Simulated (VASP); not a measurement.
Level of theory: PBEsol GGA, VASP's PBE PAW potentials (set 64) (plane waves; VASP).

VASP input:

KPOINTS:
```
Automatic mesh
0
Gamma
1 1 1
0 0 0
```

File POSCAR:
```
C atom
13.0
  0.9230769231   0.0000000000   0.0000000000
  0.0000000000   0.9615384615   0.0000000000
  0.0000000000   0.0000000000   1.0000000000
C
1
Cart
  0.0000000000   0.0000000000   0.0000000000
```

INCAR:
```
SYSTEM=C atom
PREC=Normal; ENCUT=520; LREAL=.False.
LASPH=.True.; ISYM=0
EDIFF=1E-6; NELM=200; ALGO=All
ISMEAR=0; SIGMA=0.01
GGA=PS
ISPIN=2; MAGMOM=2; NUPDOWN=2
LWAVE=.False.; LCHARG=.False.; LORBIT=10
```

POTCAR, in this order: C (PBE.64 set). Program: vasp_gam. Read from the step before: WAVECAR.

Output of the run:

OSZICAR:
```
       N       E                     dE             d eps       ncg     rms           ort
SDA:   1    -0.128705775219E+01   -0.12871E+01    0.00000E+00     7   0.872E-02   0.000E+00
CGA:   2    -0.128961831818E+01   -0.25606E-02   -0.25580E-02     7   0.159E-02   0.285E-04
CGA:   3    -0.129010094563E+01   -0.48263E-03   -0.48282E-03     7   0.245E-03  -0.231E-05
CGA:   4    -0.129018399190E+01   -0.83046E-04   -0.83139E-04     7   0.514E-04  -0.908E-06
CGA:   5    -0.129020154531E+01   -0.17553E-04   -0.17824E-04     7   0.111E-04  -0.461E-05
SDA:   6    -0.129094984493E+01   -0.74830E-03   -0.12466E-02     7   0.115E-02  -0.355E-04
SDA:   7    -0.134575534816E+01   -0.54806E-01   -0.54923E-01     7   0.369E-01   0.705E-03
CGA:   8    -0.135921199189E+01   -0.13457E-01   -0.12918E-01     7   0.128E-01  -0.894E-03
CGA:   9    -0.136469731886E+01   -0.54853E-02   -0.54853E-02     7   0.159E-02   0.458E-06
CGA:  10    -0.136526976598E+01   -0.57245E-03   -0.57258E-03     7   0.321E-03   0.784E-06
CGA:  11    -0.136539082814E+01   -0.12106E-03   -0.12103E-03     7   0.530E-04  -0.233E-06
CGA:  12    -0.136541261787E+01   -0.21790E-04   -0.21796E-04     7   0.874E-05   0.605E-07
CGA:  13    -0.136541632029E+01   -0.37024E-05   -0.37120E-05     7   0.189E-05   0.126E-06
CGA:  14    -0.136541726535E+01   -0.94506E-06   -0.94522E-06     7   0.417E-06  -0.568E-07
   1 F= -.13654173E+01 E0= -.13654173E+01  d E =-.190622E-11  mag=     2.0000
```

File OUTCAR:
```
------------------------ aborting loop because EDIFF is reached ----------------------------------------
  FORCE on cell =-STRESS in cart. coord.  units (eV):
  Direction    XX          YY          ZZ          XY          YZ          ZX
  --------------------------------------------------------------------------------------
  Total       -0.0090009     -0.0081898     -0.0083866     -0.0006599     -0.0008230      0.0006487
  in kB       -0.0073954     -0.0067290     -0.0068906     -0.0005422     -0.0006762      0.0005330
  external PRESSURE =      -0.0070050 kB  Pullay stress =       0.0000000 kB
  volume of cell :     1950.00
      direct lattice vectors                 reciprocal lattice vectors
    12.000000000  0.000000000  0.000000000     0.083333333  0.000000000  0.000000000
     0.000000000 12.500000000  0.000000000     0.000000000  0.080000000  0.000000000
     0.000000000  0.000000000 13.000000000     0.000000000  0.000000000  0.076923077
 POSITION                                       TOTAL-FORCE (eV/Angst)
 -----------------------------------------------------------------------------------
      0.00000      0.00000      0.00000         0.000000     -0.000000      0.000000
 -----------------------------------------------------------------------------------
    total drift:                                0.000000     -0.000000      0.000000
  FREE ENERGIE OF THE ION-ELECTRON SYSTEM (eV)
  ---------------------------------------------------
  free  energy   TOTEN  =        -1.3654172654 eV

  energy  without entropy=       -1.3654172654  energy(sigma->0) =       -1.36541727

 total charge

# of ion       s       p       d       tot
------------------------------------------
    1        1.041   0.952   0.000   1.993

 magnetization (x)

# of ion       s       p       d       tot
------------------------------------------
    1        0.028   0.952   0.000   0.980
```
(Selected blocks of OUTCAR.)

**OUTCAR**
```
 val. band max:       -5.9750394301   @ k =   0.0000   0.0000   0.0000

 cond. band min:      -5.6044737464   @ k =   0.0000   0.0000   0.0000


 Fermi energy:        -5.9212522451

 spin component 1

 k-point     1 :       0.0000    0.0000    0.0000
  band No.  band energies     occupation
      1     -14.3099      1.00000
      2      -5.9752      1.00000
      3      -5.9750      1.00000
      4      -5.6045      0.00000
      5      -0.3080      0.00000
      6       0.6150      0.00000
      7       0.6339      0.00000

 Fermi energy:       -11.6996768096

 spin component 2

 k-point     1 :       0.0000    0.0000    0.0000
  band No.  band energies     occupation
      1     -11.7455      1.00000
      2      -4.4663      0.00000
      3      -2.9779      0.00000
      4      -2.9779      0.00000
      5      -0.0371      0.00000
      6       0.8574      0.00000
      7       0.8782      0.00000
```

The atom may not be in its lowest state.

The cell is a free atom in a box.
